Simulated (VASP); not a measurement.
The cell holds one TiSe2 (1T layered) monolayer, with vacuum along c.

Given:

```xyz
3
Lattice="3.4288 0.0000 0.0000 -1.7144 2.9694 0.0000 0.0000 0.0000 18.5650" Properties=species:S:1:pos:R:3 pbc="T T T"
Se     1.7144     0.9898     7.7371
Se     0.0000     1.9796    10.8279
Ti     0.0000     0.0000     9.2825
```

Calculation: LDA (Ceperley-Alder, Perdew-Zunger), VASP's LDA PAW potentials (set 64) (plane waves; VASP). Run with 400 eV cut-off, 18×18×1 Γ-centred mesh, first-order Methfessel-Paxton smearing of 0.10 eV, potentials Se Ti_sv.

Predict its energy to cut it from the bulk, per area, work function, band gap (on the k-mesh).

```
Quantity                                                                     Value
----------------------------------------  ----------------------------------------
energy to cut it from the bulk, per area                               20.1 meV/Å²
work function                                                              5.50 eV
band gap (on the k-mesh)                  none (metal, semimetal or under 0.01 eV)
```

The cell is a sheet with vacuum, built from TiSe2 (1T layered).
